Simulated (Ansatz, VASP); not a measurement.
# Rb12Na23Li10Br45 in two plane-wave programs, part 2 of 2

Aim: how closely do two programs agree when they are given the same cell, functional and k mesh? The structure shown is frame 21 of Ansatz's trajectory.

VASP 6.6.1 and Ansatz 0.2.0.

So far: The structure; Ansatz: dynamics, PBE.

## (3) VASP: single point, PBE

Level of this step: PBE; plane waves and PAW (Rb_sv, Li_sv, Na_pv, Br) (VASP).

The same cell, functional and mesh now go to VASP, with its own data sets.

Lines of VASP's logs that name or quote its potential files are left out, and so is its time.

Input file INCAR:

```
SYSTEM = Rb12Na23Li10Br45
PREC = Accurate
ENCUT = 650
EDIFF = 1E-06
NELM = 120
ISMEAR = 0
SIGMA = 0.01
LREAL = Auto
ALGO = Normal
GGA = PE
NBANDS = 376
LORBIT = 11
LWAVE = .FALSE.
LCHARG = .FALSE.
ISIF = 2
LASPH = .TRUE.
GGA_COMPAT = .FALSE.
EFERMI = MIDGAP
NCORE = 2
```

Input file POSCAR:

```
Rb12Na23Li10Br45
1.0
   14.8869000000      0.0000000000      0.0000000000
    0.0000000000     14.8869000000      0.0000000000
    0.0000000000      0.0000000000     14.8869000000
Rb Li Na Br
12 10 23 45
Direct
    0.9610261371      0.3895639791      0.6077222256
    0.8874245142      0.6245222310      0.8049358832
    0.6573766197      0.3911828520      0.7006025432
    0.2135770375      0.7925827405      0.2153101049
    0.9906226279      0.0052260712      0.0049909652
    0.8181757115      0.1773505565      0.8387374134
    0.8270425676      0.8350697593      0.3697814857
    0.2738515070      0.5761844306      0.8111829864
    0.9417340078      0.6092000349      0.4300156513
    0.5508668695      0.0719424460      0.0554178506
    0.7374806038      0.3875420672      0.3625805238
    0.2728036059      0.0551491580      0.4524716361
    0.2987727465      0.9136421955      0.8655663704
    0.0569964197      0.0605431621      0.7138692407
    0.8642833632      0.0717207746      0.5695678751
    0.1997863894      0.4310702698      0.3974635418
    0.3886168376      0.2752890125      0.3706748887
    0.5222376720      0.8467914744      0.6938919453
    0.2234313390      0.2283282618      0.8413571664
    0.6973513626      0.6630863377      0.5887995486
    0.7784360747      0.8933357516      0.6925753515
    0.4696881151      0.6209083154      0.4245679087
    0.8132452022      0.8335046249      0.0702899865
    0.3897117600      0.5117183564      0.1805211293
    0.6110002754      0.1117358214      0.5539501172
    0.7934224049      0.1379467854      0.2104534860
    0.4903505767      0.0920742398      0.7487589760
    0.0680396859      0.7195520894      0.0552364831
    0.0469204468      0.2487018788      0.3094734297
    0.2720243973      0.1408150790      0.1392365100
    0.2932578307      0.8234085001      0.6374664974
    0.3350126621      0.3208928655      0.5636297685
    0.7507069974      0.5150837313      0.0731179762
    0.0251026070      0.9765901564      0.4407633557
    0.2328758842      0.6448018056      0.5294453513
    0.5861932303      0.3138867058      0.1108424185
    0.4865284243      0.7950144086      0.1017606083
    0.0096662166      0.3358523265      0.9411899052
    0.0550954195      0.8460995909      0.7840383156
    0.5395884973      0.6619376767      0.8682129926
    0.2186821971      0.4283296052      0.0727216546
    0.6445734169      0.6718389994      0.2245061094
    0.9702825975      0.4555884704      0.1880848263
    0.4963424219      0.8430029086      0.3329840329
    0.4098704230      0.3428719210      0.8493910754
    0.3920157991      0.9702893148      0.2190852360
    0.1329222336      0.6786637917      0.7027319321
    0.4469970242      0.1926929045      0.4873076329
    0.6306551398      0.8649953986      0.2114073447
    0.5762650384      0.2345216264      0.8462137853
    0.6769978975      0.6873761495      0.0123800120
    0.4047316768      0.7036320523      0.5557033365
    0.2250166254      0.2446580551      0.3903633396
    0.0448783830      0.1407747751      0.5643888251
    0.6587200828      0.0085309903      0.7201297785
    0.1557006496      0.4774063102      0.5441562716
    0.0919936320      0.0427221248      0.2755308358
    0.9238457973      0.9806003936      0.7109001874
    0.7823589868      0.5124706957      0.5643149346
    0.9237248856      0.8152402448      0.9226568325
    0.4726101472      0.4989218709      0.7402481376
    0.4106294796      0.4368605956      0.4221093713
    0.9657752789      0.4087217621      0.3749336665
    0.4605727183      0.9568546843      0.5802887102
    0.8139505203      0.0450463159      0.4237282443
    0.9693153041      0.8150118561      0.1923368868
    0.8546641678      0.7570145564      0.5777965863
    0.1690345203      0.8254908678      0.4880263856
    0.3517925156      0.2336080715      0.7323015537
    0.8253968254      0.3273885094      0.1262788089
    0.7684339923      0.2033129799      0.6133849223
    0.2110513270      0.3734021186      0.8912197973
    0.8243757935      0.5898138632      0.2393379414
    0.4016820157      0.3154048190      0.1072217856
    0.6000040304      0.4848222263      0.1915240917
    0.3932920890      0.0306914133      0.9279500769
    0.6637244826      0.7402414203      0.7325433771
    0.0580376035      0.1604430741      0.8457570078
    0.4418381261      0.6784689895      0.2484802074
    0.1918263708      0.9676426926      0.7298430163
    0.4048928924      0.7890091288      0.8029677099
    0.6152792052      0.2010290927      0.2595772122
    0.8375686006      0.3870852898      0.8499015913
    0.3872935265      0.5872948700      0.0124606197
    0.2140002284      0.8528236235      0.9941492184
    0.1071949163      0.2627343503      0.1067851601
    0.6451376714      0.6705492749      0.4169773425
    0.0336201627      0.5249783367      0.0170082421
    0.1702369197      0.5421276424      0.2437176309
    0.7799273186      0.0284679819      0.0419832201
```

Input file KPOINTS:

```
Automatic mesh
0
Gamma
1 1 1
0 0 0
```

Potentials, in the order of the species: Rb_sv, Li_sv, Na_pv and Br (PBE family, release 64).

Launch:

```console
mpirun -np 8 vasp_gam
```

Numbers of over 12 decimals in the logs are rounded to 6 here.

The log of the run:

```text
[banner, memory and clock lines left out]
running    8 mpi-ranks, on    1 nodes
[...]
LDA part: xc-table for (Slater+PW92), standard interpolation
 POSCAR, INCAR and KPOINTS ok, starting setup
[...]
entering main loop
       N       E                     dE             d eps       ncg     rms          rms(c)
DAV:   1     0.777204345025E+04    0.77720E+04   -0.32630E+05   776   0.185E+03
DAV:   2     0.955343176826E+03   -0.68167E+04   -0.65580E+04   920   0.423E+02
DAV:   3    -0.185016633668E+03   -0.11404E+04   -0.11288E+04   936   0.180E+02
DAV:   4    -0.270147403308E+03   -0.85131E+02   -0.84731E+02   936   0.500E+01
[...]
DAV:  17    -0.267818948148E+03    0.33587E-06   -0.44142E-05  1064   0.107E-02    0.536E-03
DAV:  18    -0.267818950716E+03   -0.25679E-05   -0.17625E-05   736   0.506E-03    0.812E-03
DAV:  19    -0.267818950312E+03    0.40327E-06   -0.16855E-06   568   0.237E-03
   1 F= -.26781895E+03 E0= -.26781895E+03  d E =0.000000E+00
```

OUTCAR, selected parts (step 3):

```text
  Total       -5.9937383      0.9506563     -4.7123076      5.7299885      3.1751018      3.8478735
  in kB       -2.9106873      0.4616590     -2.2883972      2.7826047      1.5418972      1.8686095
  external PRESSURE =      -1.5791418 kB  Pullay stress =       0.0000000 kB

 POSITION                                       TOTAL-FORCE (eV/Angst)
 -----------------------------------------------------------------------------------
     14.30670      5.79940      9.04710        -0.014698     -0.490475      0.114627
     13.21100      9.29720     11.98300        -0.064938     -0.049262     -0.062573
[...]
11.81160      2.05360      3.13300        -0.268549      0.059705     -0.083147
      7.29980      1.37070     11.14670        -0.318800     -0.082129      0.260808
      1.01290     10.71190      0.82230        -0.298704     -0.072181     -0.346016
      0.69850      3.70240      4.60710         0.237470     -0.349770     -0.145175
      4.04960      2.09630      2.07280        -0.039030      0.013819      0.064938
      4.36570     12.25800      9.48990        -0.134927      0.354769      0.181528
      4.98730      4.77710      8.39070        -0.122085      0.260388      0.158058
     11.17570      7.66800      1.08850         0.040981     -0.088896      0.166653
      0.37370     14.53840      6.56160         0.181797      0.171667      0.077258
      3.46680      9.59910      7.88180        -0.218630      0.083134      0.038110
      8.72660      4.67280      1.65010         0.250953      0.210536      0.180077
[...]
-----------------------------------------------------------------------------------
    total drift:                                0.000263      0.005524     -0.007316

  FREE ENERGIE OF THE ION-ELECTRON SYSTEM (eV)
  ---------------------------------------------------
  free  energy   TOTEN  =      -267.8189503124 eV

  energy  without entropy=     -267.8189503124  energy(sigma->0) =     -267.81895031

[... 3 further parts left out ...]
[key lines of the parts left out:]
E-fermi :   0.1228
```

The run ends at a pressure of -0.16 GPa, with forces up to 1.1 eV/Å.

## (4) Side by side

Known differences besides the potentials themselves: fixed occupations in Ansatz, narrow Gaussian smearing in VASP; the data sets hold 660 valence electrons in Ansatz (on its default PAW (the set named soft_2) files) and 614 in VASP; the cutoff is 420 eV in Ansatz and 650 eV in VASP (PREC = Accurate, projectors in real space). Total energies have different zeros and are not compared.

Forces on 9 of the 90 atoms, those with the largest forces and the largest differences (eV/Å; atoms numbered as in POSCAR):

```
atom          Ansatz x, y, z            VASP x, y, z
Rb12    0.079, -0.756, 0.222    0.078, -0.764, 0.225
Li15     0.297, 0.476, 0.470     0.300, 0.477, 0.475
Li19  -0.159, -0.597, -0.336  -0.158, -0.608, -0.336
Na45     0.540, 0.666, 0.591     0.544, 0.673, 0.600
Br47   -0.537, 0.446, -0.038   -0.549, 0.450, -0.042
Br53   -0.140, 1.026, -0.323   -0.141, 1.035, -0.325
Br58  -0.687, -0.395, -0.019  -0.689, -0.397, -0.020
Br63   0.173, -0.699, -0.108   0.176, -0.705, -0.108
Br69  -0.622, -0.670, -0.640  -0.625, -0.677, -0.645
```

The forces differ by 2.7 meV/Å r.m.s., which is 1.0 % of the r.m.s. force of 0.267 eV/Å (both taken over all components).

## (5) Outcome

```json
{
  "r.m.s. force difference (single point, PBE)": "1.0 % of the r.m.s. force"
}
```

**Reading.** The r.m.s. force difference is 1.0 % of the r.m.s. force (single point, PBE), within the 3 % picked in this series as the mark of a large difference. The data sets hold unlike numbers of valence electrons (660 in Ansatz and 614 in VASP), so part of the differences comes from the potentials. 2 further runs of this series are not shown here. How closely two codes agree says nothing of how well the functional describes the real material.

[Lines on the potential files, build, host, timing and source positions are cut from VASP's logs without a mark.]

[Logs are printed without paths, hosts, clocks, repeated set-up lines and the standing remarks that a program may print on its own settings, such as how far it seeks lower states.]

[Hosts, paths, dates, database ids (printed as entryN), source tags and the programs' standing remarks are cut or masked in the printed files.]
